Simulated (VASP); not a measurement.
**NaCl (relaxed from the rock salt structure, space group Fm-3m): computed properties**

Method: PBEsol GGA, VASP's PBE PAW potentials (set 64) (plane waves; VASP).

```yaml
space_group: Fm-3m (225)
cell: a = b = c = 5.5903 Å, α = β = γ = 90.00°
volume_per_atom: 21.84 Å³/atom
band gap (over mesh and band path): 5.03 eV
smallest direct gap (over mesh and band path): 5.03 eV
band_edge_character: direct, Γ to Γ
density: 2.22 g/cm³
```

```yaml
crystal:
  lattice:
    - [0.00000, 2.79517, 2.79517]
    - [2.79517, 0.00000, 2.79517]
    - [2.79517, 2.79517, 0.00000]
  atoms:
    - { symbol: Na, position: [0.00000, 0.00000, 0.00000] }
    - { symbol: Cl, position: [0.50000, 0.50000, 0.50000] }
```

The structure was generated: NaCl was put into the rock salt type (Fm-3m), which need not be its known phase. It was relaxed first, which changed the volume by -10 %. Symmetry was kept, so distortions that lower it aren't found.
